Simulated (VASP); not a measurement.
A convergence study with VASP on HfN (rock salt): one setting is varied, all else stays as given below, so the limit is that of these other settings. Each run relaxes cell and ions from the cell shown.

```
CELL_PARAMETERS angstrom
      0.00000     2.26000     2.26000
      2.26000     0.00000     2.26000
      2.26000     2.26000     0.00000
ATOMIC_POSITIONS crystal
  Hf 0.00000 0.00000 0.00000
  N  0.50000 0.50000 0.50000
```

These are PBEsol GGA, VASP's PBE PAW potentials (set 64) (plane waves; VASP 6.6.1) values and carry that method's errors. The tightest run used: 700 eV cut-off, 19×19×19 Γ-centred mesh, first-order Methfessel-Paxton smearing of 0.10 eV, potentials Hf_pv N.

Problem. The settings run are 2×2×2 mesh; 3×3×3 mesh; 4×4×4 mesh; 5×5×5 mesh; 6×6×6 mesh; 7×7×7 mesh; 8×8×8 mesh; 9×9×9 mesh; 10×10×10 mesh; 11×11×11 mesh; 12×12×12 mesh; 13×13×13 mesh; 14×14×14 mesh; 15×15×15 mesh; 16×16×16 mesh; 17×17×17 mesh; 18×18×18 mesh; 19×19×19 mesh. From which on does the relaxed volume stay within 0.02 Å³/atom of the tightest run?

Solution. From 4×4×4 mesh on: it is off by 0.016 there and by no more than 0.02 in any finer run, while 3×3×3 mesh is off by 0.091.
| setting | relaxed volume (Å³/atom) | E (eV/atom) | irreducible k-points | difference judged (Å³/atom) |
|---|---|---|---|---|
| 2×2×2 mesh | 11.341 | -11.4364 | 3 | 0.031 |
| 3×3×3 mesh | 11.401 | -11.3841 | 4 | 0.091 |
| 4×4×4 mesh | 11.326 | -11.4966 | 8 | 0.016 |
| 5×5×5 mesh | 11.306 | -11.5063 | 10 | 0.004 |
| 6×6×6 mesh | 11.305 | -11.5192 | 16 | 0.005 |
| 7×7×7 mesh | 11.325 | -11.4896 | 20 | 0.015 |
| 8×8×8 mesh | 11.326 | -11.4917 | 29 | 0.016 |
| 9×9×9 mesh | 11.316 | -11.5030 | 35 | 0.006 |
| 10×10×10 mesh | 11.317 | -11.4962 | 47 | 0.007 |
| 11×11×11 mesh | 11.318 | -11.4968 | 56 | 0.008 |
| 12×12×12 mesh | 11.307 | -11.5046 | 72 | 0.003 |
| 13×13×13 mesh | 11.311 | -11.4995 | 84 | 0.001 |
| 14×14×14 mesh | 11.312 | -11.4980 | 104 | 0.002 |
| 15×15×15 mesh | 11.311 | -11.5002 | 120 | 0.001 |
| 16×16×16 mesh | 11.311 | -11.5006 | 145 | 0.001 |
| 17×17×17 mesh | 11.311 | -11.4991 | 165 | 0.001 |
| 18×18×18 mesh | 11.311 | -11.4996 | 195 | 0.001 |
| 19×19×19 mesh | 11.310 | -11.5011 | 220 | 0.000 |

Left out are rungs that failed or repeat a setting and relaxations that didn't move; long series are thinned to 24 rows.

The compound is HfN in the rock salt structure. The electron count is odd and the run is not spin-polarised, which forces a metal.
